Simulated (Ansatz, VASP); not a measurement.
## Two plane-wave programs on Mg6TiFe

Contents of run.py:

```python
from ase.calculators.vasp import Vasp
from ase.dft.bandgap import bandgap
from ase.io import read

atoms = read('Mg6TiFe.cif', primitive_cell=True, subtrans_included=False)
atoms.set_initial_magnetic_moments([0.0, 0.0, 0.0, 0.0, 3.0, 1.0, 0.0, 0.0])
calc = Vasp(
    directory='calc',
    xc='pbesol',
    pp='PBE',
    setups='recommended',
    pp_version='54',
    prec='Accurate',
    encut=520,
    ediff=1e-07,
    ismear=0,
    sigma=0.05,
    lreal=False,
    lasph=True,
    nelm=150,
    algo='Normal',
    isif=2,
    lwave=False,
    lcharg=False,
    ispin=2,
    lorbit=11,
    lmaxmix=4,
    kpts=[5, 5, 6],
    gamma=True,
)
atoms.calc = calc

print('energy (eV):', atoms.get_potential_energy())
print('free energy (eV):', atoms.get_potential_energy(force_consistent=True))
print('forces (eV/A):')
print(atoms.get_forces())
print('stress (eV/A^3, Voigt):', atoms.get_stress())
print('Fermi level (eV):', calc.get_fermi_level())
print('moment (muB):', atoms.get_magnetic_moment())
print('site moments (muB):', atoms.get_magnetic_moments())
gap, top, bottom = bandgap(calc)
print('band gap (eV):', gap, 'from (spin, k, band)', top, 'to', bottom)
```

Mg6TiFe.cif

```cif
data_Mg6TiFe
_cell_length_a 4.78247600
_cell_length_b 6.08771000
_cell_length_c 10.98028800
_cell_angle_alpha 90.00000000
_cell_angle_beta 90.00000000
_cell_angle_gamma 90.00000000
_space_group_name_H-M_alt 'Amm2'
_space_group_name_Hall 'A 2 -2'
_space_group_IT_number 38
loop_
_space_group_symop_operation_xyz
'x,y,z'
'-x,-y,z'
'-x,y,z'
'x,-y,z'
'x,y+1/2,z+1/2'
'-x,-y+1/2,z+1/2'
'-x,y+1/2,z+1/2'
'x,-y+1/2,z+1/2'
loop_
_atom_site_label
_atom_site_type_symbol
_atom_site_symmetry_multiplicity
_atom_site_Wyckoff_symbol
_atom_site_fract_x
_atom_site_fract_y
_atom_site_fract_z
_atom_site_occupancy
Fe1 Fe 2 a 0.0000000000 0.5000000000 0.3055390000 1
Ti1 Ti 2 b 0.5000000000 0.5000000000 0.1896900000 1
Mg1 Mg 2 b 0.5000000000 0.0000000000 0.1662590000 1
Mg2 Mg 4 e 0.5000000000 0.7396020000 0.4206680000 1
Mg3 Mg 2 a 0.0000000000 0.0000000000 0.3307850000 1
Mg4 Mg 4 d 0.0000000000 0.2593720000 0.0831950000 1
```

Contents of input.yaml:

```yaml
crystal:
  lattice:
    - [0.0, 3.043855, -5.490144]
    - [0.0, 3.043855, 5.490144]
    - [4.782476, 0.0, 0.0]
  atoms:
    - { symbol: Mg, position: [0.833741, 0.166259, 0.5] }
    - { symbol: Mg, position: [0.318934, 0.16027, 0.5] }
    - { symbol: Mg, position: [0.83973, 0.681066, 0.5] }
    - { symbol: Mg, position: [0.669215, 0.330785, 0.0] }
    - { symbol: Fe, position: [0.194461, 0.805539, 0.0], spin: 3.0 }
    - { symbol: Ti, position: [0.31031, 0.68969, 0.5], spin: 1.0 }
    - { symbol: Mg, position: [0.176177, 0.342567, 0.0] }
    - { symbol: Mg, position: [0.657433, 0.823823, 0.0] }
hamiltonian:
  xc: pbesol
  pseudopotentials: { kind: paw }
magnetization:
  spin_polarized: true
kpoints:
  mp_grid: { grid: [5, 5, 6] }
scf:
  occupations: { method: gaussian, width: 0.05 }
output:
  forces: true
  stress: true
  eigenvalues: true
```

The cell comes from a database or a generator and needn't be the stable form of this composition.

Alike in both runs: task single point; functional PBEsol; k mesh 5 × 5 × 6; occupations gaussian, width 0.05 eV; collinear spin, ferromagnetic start.

|  | VASP | Ansatz |
| --- | --- | --- |
| version | VASP 6.6.1 | Ansatz 0.2.0 |
| potentials or method | VASP PAW PBE potentials, release 54 (Mg, Fe, Ti_sv) | Ansatz PAW |
| plane-wave cutoff (eV) | 520 | 420 |
| valence electrons in the cell | 32 | 88 |

Ansatz gave:

| Item | Value |
| --- | --- |
| gap on the k mesh at the Fermi level (eV) | none |
| pressure (GPa) | -1.6 |
| largest component of the traceless stress (GPa) | 0.21 |
| rms of the force components (eV/Å) | 0.045 |
| net moment per atom (μB) | 0.11 |
| size of the moment on the site where the two differ most (μB) | 0.98 |

**Question.** What did VASP give for the same quantities?

**Answer.** gap on the k mesh at the Fermi level (eV): none; pressure (GPa): -1.6; largest component of the traceless stress (GPa): 0.19; rms of the force components (eV/Å): 0.043; net moment per atom (μB): 0.11; size of the moment on the site where the two differ most (μB): 1.01.

Site moments also hang on the region over which each program counts them. Atom by atom the forces differ by 0.002 eV/Å (rms over components). A gap of «none» marks a metal or a gap that the smearing closes. The two sets of potentials don't hold the same shells in valence.

Caveats: the PAW data sets were made with another functional, which shifts forces and pressure a little (VASP); the PAW data sets come from PBE, with cores solved anew for the run's functional, which leaves a small shift of forces and pressure (Ansatz); the starting moments weren't kept (Ansatz).
